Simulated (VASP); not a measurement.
Level of theory: PBEsol GGA, VASP's PBE PAW potentials (set 64) (plane waves; VASP 6.6.1).

The input files of a VASP run:

File POSCAR:
```
PbSe
1
    0.0000000000     3.0497569821     3.0497569821
    3.0497569821     0.0000000000     3.0497569821
    3.0497569821     3.0497569821     0.0000000000
Pb Se
1 1
Direct
  0.0000000000   0.0000000000   0.0000000000
  0.5000000000   0.5000000000   0.5000000000
```

**INCAR**
```
SYSTEM = PbSe
PREC = Accurate
ENCUT = 500
EDIFF = 1E-6
NELM = 100
ALGO = Normal
LREAL = .FALSE.
LASPH = .TRUE.
ISMEAR = 0
SIGMA = 0.05
GGA = PS
LMAXMIX = 4
LWAVE = .FALSE.
LCHARG = .FALSE.
IBRION = 2
ISIF = 3
NSW = 40
EDIFFG = -0.02
```

### KPOINTS
```
kpoints
0
Gamma
8 8 8
```

POTCAR, in this order: Pb_d Se (PBE.64 set). Program: vasp_std.

Unless said otherwise, spin-orbit coupling is left out, though it shifts the bands of the heavy elements here.

**Question.** Predict the energy per atom (σ→0), band gap (on the k-mesh).

**Answer.** 
| Quantity | Value |
|---|---|
| energy per atom (σ→0) | -4.459 eV/atom |
| band gap (on the k-mesh) | 0.17 eV |

**OSZICAR**
```
...
DAV:   6    -0.892441887437E+01    0.25273E+00   -0.66549E-01  1196   0.700E+00    0.153E+00
DAV:   7    -0.891714054938E+01    0.72783E-02   -0.10570E-01   912   0.193E+00    0.802E-01
DAV:   8    -0.891780656754E+01   -0.66602E-03   -0.10511E-02   950   0.135E+00    0.122E-01
DAV:   9    -0.891747706490E+01    0.32950E-03   -0.21476E-03  1200   0.520E-01    0.458E-02
DAV:  10    -0.891750584198E+01   -0.28777E-04   -0.13959E-04   884   0.848E-02    0.160E-02
DAV:  11    -0.891750431770E+01    0.15243E-05   -0.31874E-05  1124   0.683E-02    0.414E-03
DAV:  12    -0.891750436323E+01   -0.45536E-07   -0.22593E-06   844   0.180E-02
   1 F= -.89175044E+01 E0= -.89174905E+01  d E =-.891750E+01
```

The structure was generated: PbSe was put into the rock salt type (Fm-3m), which need not be its known phase. It was relaxed first, which changed the volume by +20 %.
